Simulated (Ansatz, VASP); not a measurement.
Ti4W in VASP and in Ansatz

File INCAR:

```
SYSTEM = Ti4W
ALGO = Normal ; EDIFF = 1E-6
ENCUT = 520 ; GGA = PE
ISIF = 2 ; ISMEAR = 0
LASPH = .TRUE. ; LCHARG = .FALSE.
LREAL = .FALSE. ; LWAVE = .FALSE.
NBANDS = 39 ; NELM = 60
PREC = Accurate ; SIGMA = 0.1
```

KPOINTS

```
k-points
0
G
  6 6 2
  0 0 0
```

The input POSCAR:

```
Ti4W
1.0
    2.8812952100      0.0000000000      0.0000000000
   -1.4406476000      2.4952748500      0.0000000000
    0.0000000000      0.0000000000      9.2647511000
Ti W
4 1
Direct
    0.3333333300      0.6666666700      0.8658552800
    0.3333333300      0.6666666700      0.3767953500
    0.6666666700      0.3333333300      0.1341447200
    0.6666666700      0.3333333300      0.6232046500
    0.0000000000      0.0000000000      0.0000000000
```

Input for Ansatz:

```yaml
crystal:
  lattice:
    - [2.88129521, 0.0, 0.0]
    - [-1.4406476, 2.49527485, 0.0]
    - [0.0, 0.0, 9.2647511]
  atoms:
    - { symbol: Ti, position: [0.33333333, 0.66666667, 0.86585528] }
    - { symbol: Ti, position: [0.33333333, 0.66666667, 0.37679535] }
    - { symbol: Ti, position: [0.66666667, 0.33333333, 0.13414472] }
    - { symbol: Ti, position: [0.66666667, 0.33333333, 0.62320465] }
    - { symbol: W, position: [0.0, 0.0, 0.0] }
basis:
  ecutwfc: 420
kpoints:
  mp_grid: { grid: [6, 6, 2] }
hamiltonian:
  xc: pbe
scf:
  occupations: { method: gaussian, width: 0.1 }
  lower_state_search: "off"
output:
  forces: true
  stress: true
  eigenvalues: true
```

Change from the starting cell: species swapped into the Co4H type (P-3m1, No. 164).

Alike in both runs: task single point; functional PBE; k mesh 6 × 6 × 2; occupations gaussian, width 0.1 eV; no spin polarisation.

|  | VASP | Ansatz |
| --- | --- | --- |
| version | VASP 6.6.1 | Ansatz 0.2.0 |
| potentials or method | VASP PAW PBE potentials, release 64 (Ti_sv, W_sv) | scalar-relativistic, plane waves, PAW |
| plane-wave cutoff (eV) | 520 | 420 |
| valence electrons in the cell | 62 | 62 |

|  | VASP | Ansatz | Ansatz less VASP |
| --- | --- | --- | --- |
| gap on the k mesh at the Fermi level (eV) | none | none | - |
| rms of the force components (eV/Å) | 6.574 | 6.267 | -0.3075 |

Atom by atom the forces differ by 0.308 eV/Å (rms over components). A gap of «none» marks a metal or a gap that the smearing closes. With one functional, cell and mesh, what is left measures potentials, basis and numerics.

Caveats: the k mesh is coarse (spacing up to 0.42 Å⁻¹), so the values aren't converged; forces of over 1 eV/Å show positions far from the minimum, so gaps and moduli don't describe the material at rest. The runs have no spin-orbit coupling, so splittings on W are missing.
